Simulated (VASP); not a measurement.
Set up this calculation in VASP 6.6.1, as the native input.

* Task: relaxation of cell and atoms
* Functional: LDA
* Potentials or basis: VASP PAW LDA potentials, release 64 (Nb_sv, Zn)
* Cutoff: 600 eV
* k mesh: 5 × 5 × 5
* Occupations: fermi-dirac, width 0.05 eV
* Spin: no spin polarisation
* Further INCAR settings: ALGO = Normal; EDIFF = 1e-06; IBRION = 2; EDIFFG = -0.01; NSW = 60; ISIF = 3

The structure of NbZn4 lies in POSCAR:

```
NbZn4
1.0
    4.4613500000      0.0000000000      0.0000000000
    0.0000000000      4.4613500000      0.0000000000
    0.0000000000      0.0000000000      4.4613500000
Nb Zn
1 4
Direct
    0.0000000000      0.0000000000      0.0000000000
    0.5000000000      0.5000000000      0.5000000000
    0.0000000000      0.5000000000      0.5000000000
    0.5000000000      0.0000000000      0.5000000000
    0.5000000000      0.5000000000      0.0000000000
```

The cell was built by a generator and needn't be a form met in nature.

One way to write it, as run:

INCAR

```
PREC = Accurate
ENCUT = 600
EDIFF = 1E-6
ISMEAR = -1
SIGMA = 0.05
LREAL = False
LASPH = True
NELM = 60
ALGO = Normal
ISIF = 3
LWAVE = False
LCHARG = False
IBRION = 2
NSW = 60
EDIFFG = -0.01
PSTRESS = 0
```

KPOINTS

```
Automatic mesh
0
Gamma
  5 5 5
```

Potentials or basis: VASP PAW LDA potentials, release 64 (Nb_sv, Zn).

The run is started by

```sh
$ cat potpaw_LDA.64/Nb_sv/POTCAR potpaw_LDA.64/Zn/POTCAR > POTCAR
$ mpirun -np 1 vasp_std > vasp.out
```

It gave:

```
Relaxed volume                         : 16.30 Å³/atom
Relaxed cell                           : a = 4.336 Å, b = 4.336 Å, c = 4.336 Å, α = 90.00°, β = 90.00°, γ = 90.00°
Space group after relaxing (to 0.05 Å) : Pm-3m (No. 221)
Energy gained by relaxing              : 37.9 meV/atom
Ionic steps                            : 11
Pressure after relaxing                : -0.1 GPa
Band gap on the k mesh                 : none (metal or under the smearing width)
```

Run time: 68 s on 1 thread of Intel(R) Xeon(R) 6975P-C (Granite Rapids), on a shared host, peak memory 0.19 GiB.
